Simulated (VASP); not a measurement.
# LiB2Ru3 (P6/mmm) in VASP: single point with r2SCAN

Aim: the single point of LiB2Ru3 with r2SCAN.

All numbers are computed with VASP 6.6.1; they aren't measurements. Logs are shortened: lines on timing, memory, paths and dates and some standing lists are left out, and cuts for length are marked.

**1. The structure**

It takes space group P6/mmm (No. 191, hexagonal). The conventional cell has a = 5.098 Å, b = 5.098 Å, c = 2.807 Å, α = 90.00°, β = 90.00°, γ = 120.00°. Li (site symmetry 6/mmm) is surrounded by 2 Li at 2.81 Å and 12 Ru at 2.91 Å and 6 B at 2.94 Å. Around B (site symmetry -6m2) lie 6 Ru at 2.03 Å. Around Ru (site symmetry mmm) lie 4 B at 2.03 Å.

The cell was built by a generator and needn't be a form met in nature.

**2. Single point, r2SCAN**

Input file POSCAR:

```
LiB2Ru3
1.0
    5.0979356618      0.0000000000      0.0000000000
   -2.5489678309      4.4149417900      0.0000000000
    0.0000000000      0.0000000000      2.8065090400
Li B Ru
1 2 3
Direct
    0.0000000000      0.0000000000      0.0000000000
    0.3333333333      0.6666666667      0.0000000000
    0.6666666667      0.3333333333      0.0000000000
    0.5000000000      0.0000000000      0.5000000000
    0.5000000000      0.5000000000      0.5000000000
    0.0000000000      0.5000000000      0.5000000000
```

Input file INCAR.step1:

```
SYSTEM = LiB2Ru3
PREC = Accurate
ENCUT = 520
ISMEAR = -1
SIGMA = 0.1
LREAL = .FALSE.
LASPH = .TRUE.
NELM = 100
NBANDS = 34
GGA = PE
ALGO = Normal
EDIFF = 1E-4
LWAVE = .TRUE.
LCHARG = .FALSE.
```

Input file INCAR.step2:

```
SYSTEM = LiB2Ru3
PREC = Accurate
ENCUT = 520
EDIFF = 1E-6
ISMEAR = -1
SIGMA = 0.1
LREAL = .FALSE.
LASPH = .TRUE.
NELM = 100
ALGO = Normal
ISIF = 2
LWAVE = .FALSE.
LCHARG = .FALSE.
METAGGA = R2SCAN
LMIXTAU = .TRUE.
NBANDS = 34
ISTART = 1
```

Input file KPOINTS:

```
Automatic mesh
0
G
  7 7 11
  0 0 0
```

Potentials or basis: VASP PAW PBE potentials, release 64 (Li_sv, B, Ru_pv).

Command:

```sh
> cat potpaw_PBE.64/Li_sv/POTCAR potpaw_PBE.64/B/POTCAR potpaw_PBE.64/Ru_pv/POTCAR > POTCAR
> cp INCAR.step1 INCAR
> mpirun -np 1 vasp_std > vasp.out
> cp INCAR.step2 INCAR
> mpirun -np 1 vasp_std > vasp.out
```

OUTCAR:

```text
SYSTEM = LiB2Ru3
   PREC = Accurate
   ENCUT = 520
   EDIFF = 1E-6
   ISMEAR = -1
   LREAL = .FALSE.
   LASPH = .TRUE.
   NELM = 100
   ISIF = 2
   METAGGA = R2SCAN
   ISTART = 1

 ion  position               nearest neighbor table
   1  0.000  0.000  0.000-   4 2.91   4 2.91   4 2.91   4 2.91   5 2.91   6 2.91   6 2.91   6 2.91
                             6 2.91   5 2.91   5 2.91   5 2.91
   2  0.333  0.667  0.000-   6 2.03   6 2.03   4 2.03   4 2.03   5 2.03   5 2.03
   3  0.667  0.333  0.000-   6 2.03   6 2.03   4 2.03   4 2.03   5 2.03   5 2.03
   4  0.500  0.000  0.500-   2 2.03   3 2.03   2 2.03   3 2.03   5 2.55   6 2.55   5 2.55   6 2.55
                             1 2.91   1 2.91   1 2.91   1 2.91
   5  0.500  0.500  0.500-   2 2.03   3 2.03   2 2.03   3 2.03   6 2.55   6 2.55   4 2.55   4 2.55
                             1 2.91   1 2.91   1 2.91   1 2.91
   6  0.000  0.500  0.500-   2 2.03   3 2.03   2 2.03   3 2.03   5 2.55   5 2.55   4 2.55   4 2.55
                             1 2.91   1 2.91   1 2.91   1 2.91

  LATTYP: Found a hexagonal cell.
 ALAT       =     5.0979356618
 C/A-ratio  =     0.5505187249

  Lattice vectors:

 A1 = (   5.0979356618,   0.0000000000,   0.0000000000)
 A2 = (  -2.5489678309,   4.4149417900,   0.0000000000)
 A3 = (   0.0000000000,   0.0000000000,   2.8065090400)

Analysis of symmetry for initial positions (statically):
=====================================================================
 Subroutine PRICEL returns:
 Original cell was already a primitive cell.

 Routine SETGRP: Setting up the symmetry group for a
 hexagonal supercell.

 Subroutine GETGRP returns: Found 24 space group operations
 (whereof 24 operations were pure point group operations)
 out of a pool of 24 trial point group operations.

The static configuration has the point symmetry D_6h.

Analysis of symmetry for dynamics (positions and initial velocities):
=====================================================================
 Subroutine PRICEL returns:
 Original cell was already a primitive cell.

 Routine SETGRP: Setting up the symmetry group for a
 hexagonal supercell.

 Subroutine GETGRP returns: Found 24 space group operations
 (whereof 24 operations were pure point group operations)
 out of a pool of 24 trial point group operations.

The dynamic configuration has the point symmetry D_6h.

 Subroutine INISYM returns: Found 24 space group operations
 (whereof 24 operations are pure point group operations),
 and found     1 'primitive' translations

----------------------------------------------------------------------------------------

                                     Primitive cell

  volume of cell :      63.1663

  direct lattice vectors                    reciprocal lattice vectors
     5.097935662  0.000000000  0.000000000     0.196157831  0.113251776  0.000000000
    -2.548967831  4.414941790  0.000000000     0.000000000  0.226503553  0.000000000
     0.000000000  0.000000000  2.806509040     0.000000000  0.000000000  0.356314548

  length of vectors
     5.097935662  5.097935662  2.806509040     0.226503553  0.226503553  0.356314548

  position of ions in fractional coordinates (direct lattice)
     0.000000000  0.000000000  0.000000000
     0.333333333  0.666666667  0.000000000
     0.666666667  0.333333333  0.000000000
     0.500000000  0.000000000  0.500000000
     0.500000000  0.500000000  0.500000000
     0.000000000  0.500000000  0.500000000

  ion indices of the primitive-cell ions
   primitive index   ion index
                 1           1
                 2           2
                 3           3
                 4           4
                 5           5
                 6           6

----------------------------------------------------------------------------------------

 KPOINTS: Automatic mesh

Automatic generation of k-mesh.
 Grid dimensions read from file:
 generate k-points for:    7    7   11

 Generating k-lattice:

  Cartesian coordinates                     Fractional coordinates (reciprocal lattice)
     0.028022547  0.016178825  0.000000000     0.142857143  0.000000000  0.000000000
     0.000000000  0.032357650  0.000000000     0.000000000  0.142857143  0.000000000
     0.000000000  0.000000000  0.032392232     0.000000000  0.000000000  0.090909091

  Length of vectors
     0.032357650  0.032357650  0.032392232

  Shift w.r.t. Gamma in fractional coordinates (k-lattice)
     0.000000000  0.000000000  0.000000000

 Subroutine IBZKPT returns following result:
 ===========================================

 Found     48 irreducible k-points:

 Following reciprocal coordinates:
            Coordinates               Weight
  0.000000  0.000000  0.000000      1.000000
  0.142857  0.000000  0.000000      6.000000
  0.285714  0.000000  0.000000      6.000000
  0.428571  0.000000  0.000000      6.000000
  0.142857  0.142857  0.000000      6.000000
  0.285714  0.142857  0.000000     12.000000
[... 16 lines left out ...]
  0.428571  0.142857  0.181818     12.000000
  0.285714  0.285714  0.181818     12.000000
 [... further k-points ...]
   k-points           NKPTS =     48   k-points in BZ     NKDIM =     48   number of bands    NBANDS=     34
   number of dos      NEDOS =    301   number of ions     NIONS =      6
   total plane-waves  NPLWV =  38400
   dimension x,y,z NGX =    40 NGY =   40 NGZ =   24
   dimension x,y,z NGXF=    80 NGYF=   80 NGZF=   48
   ions per type =               1   2   3
   NGX,Y,Z   is equivalent  to a cutoff of  13.04, 13.04, 14.22 a.u.
   NGXF,Y,Z  is equivalent  to a cutoff of  26.09, 26.09, 28.43 a.u.
 SYSTEM =  LiB2Ru3
   PREC   = accura    normal or accurate (medium, high low for compatibility)
   ISTART =      1    job   : 0-new  1-cont  2-samecut
   ICHARG =      0    charge: 1-file 2-atom 10-const
   ISPIN  =      1    spin polarized calculation?
   LNONCOLLINEAR =      F non collinear calculations
   LSORBIT =      F    spin-orbit coupling
   LASPH  =      T    aspherical Exc in radial PAW
   ENCUT  =  520.0 eV  38.22 Ry    6.18 a.u.   9.48  9.48  5.22*2*pi/ulx,y,z
   NELM   =    100;   NELMIN=  2; NELMDL=  0     # of ELM steps
   EDIFF  = 0.1E-05   stopping-criterion for ELM
   LREAL  =      F    real-space projection
   EDIFFG = 0.1E-04   stopping-criterion for IOM
   NSW    =      0    number of steps for IOM
   IBRION =     -1    ionic relax: 0-MD 1-quasi-New 2-CG
   NFREE  =      0    steps in history (QN), initial steepest desc. (CG)
   ISIF   =      2    stress and relaxation
   ISYM   =      2    0-nonsym 1-usesym 2-fastsym
   POTIM  = 0.5000    time-step for ionic-motion
   TEBEG  =    0.0;   TEEND  =   0.0 temperature during run
   PSTRESS=    0.0 pullay stress
   NELECT =      51.0000    total number of electrons
   NUPDOWN=      -1.0000    fix difference up-down
   EMIN   =  10.00;   EMAX   =-10.00  energy-range for DOS
   EFERMI =   0.00;   METHOD = LEGACY
   ISMEAR =    -1;   SIGMA  =   0.10  broadening in eV -4-tet -1-fermi 0-gaus
   EFERMI_NEDOS =   21; number of points for ismear=-14 and -15
   IALGO  =     38    algorithm
   IMIX   =      4    mixing-type and parameters
     AMIX     =   0.40;   BMIX     =  1.00
     AMIX_MAG =   1.60;   BMIX_MAG =  1.00
  volume/ion in A,a.u.               =      10.53        71.04
  Fermi-wavevector in a.u.,A,eV,Ry     =   1.524414  2.880725 31.617741  2.323838
  Thomas-Fermi vector in A             =   2.632724
   LORBIT       =      0    0 simple, 1 ext, 2 COOP (PROOUT), +10 PAW based schemes
   METAGGA = R2SCAN    functional components
   LHFCALC =     F    Hartree Fock is set to
   AEXX    =    0.0000 exact exchange contribution
   IVDW    =     0    specifies the selected vdW correction
   LEPSILON=     F    determine dielectric tensor
   LRPA    =     F    only Hartree local field effects (RPA)
 non-spin polarized calculation
  energy-cutoff  :      520.00
  volume of cell :       63.17
 maximum number of plane-waves:      1715
 NGX is ok and might be reduce to    40
   NGX = 19   NGY = 19   NGZ = 11

 number of electron      50.9999990 magnetization

 Free energy of the ion-electron system (eV)
  ---------------------------------------------------
  ext. energy  EPLUGINS =         0.00000000
  ---------------------------------------------------
  free energy    TOTEN  =       -91.62825129 eV

  energy without entropy =      -91.45015800  energy(sigma->0) =      -91.53920464

 E-fermi :   9.8855     XC(G=0): -13.8148

 val. band max:        9.8787063531   @ k =   0.4286   0.1429   0.4545
 cond. band min:       9.8960282333   @ k =   0.2857   0.0000   0.3636
 fundamental gap:      0.0173218802
 Fermi energy:         9.8854794522

 k-point     1 :       0.0000    0.0000    0.0000
  band No.  band energies     occupation
      1     -36.9472      2.00000
      2     -35.4250      2.00000
      3     -34.4454      2.00000
      4     -34.4454      2.00000
      5     -34.1044      2.00000
      6     -33.9147      2.00000
[... 26 lines left out ...]
     33      16.2157      0.00000
     34      16.2158      0.00000

 k-point     2 :       0.1429    0.0000    0.0000
  band No.  band energies     occupation
      1     -36.9474      2.00000
      2     -35.3738      2.00000
      3     -34.4597      2.00000
      4     -34.4165      2.00000
      5     -34.0963      2.00000
      6     -33.9232      2.00000
[... 26 lines left out ...]
     33      16.4067      0.00000
     34      16.8133      0.00000

 k-point     3 :       0.2857    0.0000    0.0000
  band No.  band energies     occupation
      1     -36.9480      2.00000
      2     -35.2377      2.00000
      3     -34.5101      2.00000
      4     -34.3411      2.00000
      5     -34.0741      2.00000
      6     -33.9459      2.00000
[... 26 lines left out ...]
     33      16.2747      0.00000
     34      17.7828      0.00000
[... 704 lines left out ...]
 k-point    23 :       0.4286    0.1429    0.1818
  band No.  band energies     occupation
      1     -36.9437      2.00000
      2     -34.9972      2.00000
      3     -34.6489      2.00000
      4     -34.2046      2.00000
      5     -34.1737      2.00000
      6     -34.1203      2.00000
[... 26 lines left out ...]
     33      17.2377      0.00000
     34      18.5997      0.00000

 k-point    24 :       0.2857    0.2857    0.1818
  band No.  band energies     occupation
      1     -36.9437      2.00000
      2     -34.9375      2.00000
      3     -34.7194      2.00000
      4     -34.1792      2.00000
      5     -34.1656      2.00000
      6     -34.1284      2.00000
[... 26 lines left out ...]
     33      17.3235      0.00000
     34      18.1410      0.00000

 [... further k-points ...]

------------------------ aborting loop because EDIFF is reached ----------------------------------------

  FORCE on cell =-STRESS in cart. coord.  units (eV):
  Direction    XX          YY          ZZ          XY          YZ          ZX
  --------------------------------------------------------------------------------------
  -------------------------------------------------------------------------------------
  Total       21.6850059     21.6850059     17.5914636      0.0000000      0.0000000      0.0000000
  in kB      550.0274327    550.0274327    446.1971366      0.0000000      0.0000000      0.0000000
  external PRESSURE =     515.4173340 kB  Pullay stress =       0.0000000 kB

 VOLUME and BASIS-vectors are now :
 -----------------------------------------------------------------------------
  energy-cutoff  :      520.00
  volume of cell :       63.17
      direct lattice vectors                 reciprocal lattice vectors
     5.097935662  0.000000000  0.000000000     0.196157831  0.113251776  0.000000000
    -2.548967831  4.414941790  0.000000000     0.000000000  0.226503553  0.000000000
     0.000000000  0.000000000  2.806509040     0.000000000  0.000000000  0.356314548

 POSITION                                       TOTAL-FORCE (eV/Angst)
 -----------------------------------------------------------------------------------
      0.00000      0.00000      0.00000         0.000000      0.000000      0.000000
     -0.00000      2.94329      0.00000        -0.000000      0.000000      0.000000
      2.54897      1.47165      0.00000         0.000000      0.000000      0.000000
      2.54897      0.00000      1.40325         0.000000      0.000000      0.000000
      1.27448      2.20747      1.40325         0.000000      0.000000      0.000000
     -1.27448      2.20747      1.40325         0.000000      0.000000      0.000000
 -----------------------------------------------------------------------------------
    total drift:                               -0.000000      0.000000     -0.000000

  FREE ENERGIE OF THE ION-ELECTRON SYSTEM (eV)
  ---------------------------------------------------
  free  energy   TOTEN  =       -91.6282512880 eV

  energy  without entropy=      -91.4501580012  energy(sigma->0) =      -91.53920464
```

Run time: 4 min. Hardware: 1 thread of Intel Xeon Platinum 8488C (Sapphire Rapids), shared host; peak memory 0.25 GiB.

Results:

```yaml
Free_energy: -91.6283 eV
Band_gap_on_the_k_mesh: none (metal or under the smearing width)
```

Caveat: the cutoff is under 1.25 times the usual one of these potentials, so pressure, stress and relaxed cells hold a basis-set (Pulay) error; a pressure of tens of GPa on the cell as given is suspect, and the run, the potentials or the cell itself is likely at fault; the PAW data sets were made with another functional, which shifts forces and pressure a little.
